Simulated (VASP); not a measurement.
```
CELL_PARAMETERS angstrom
      0.00000     2.50382     2.50382
      2.50382     0.00000     2.50382
      2.50382     2.50382     0.00000
ATOMIC_POSITIONS crystal
  Gd 0.00000 0.00000 0.00000
  N  0.50000 0.50000 0.50000
```

Computed with revPBE GGA, VASP's PBE PAW potentials (set 64) (plane waves; VASP 6.6.1). Settings: 520 eV cut-off, Gaussian smearing of 0.050 eV, potentials Gd_3 N.

The 4f electrons are frozen in the core of the lanthanide potential, so 4f levels, which can set the real gap, and their magnetism are missing.

### Question
Give the energies of bands 5 to 10 at the high-symmetry points, in eV from the valence-band maximum.

### Answer

```csv
band,Γ,X,U,L,W
5,0.00,-1.14,-2.08,-3.99,-2.14
6,0.00,-0.27,-1.29,-2.26,-1.30
7,0.00,-0.27,-1.25,-2.26,-1.30
8,3.00,0.05,2.30,5.48,3.84
9,3.00,6.91,6.13,6.35,3.84
10,3.00,6.98,7.13,6.35,7.18
```

The gap is indirect, 0.05 eV, from the valence maximum at Γ to the conduction minimum at X.

The compound is GdN in the rock salt structure. It was relaxed first.
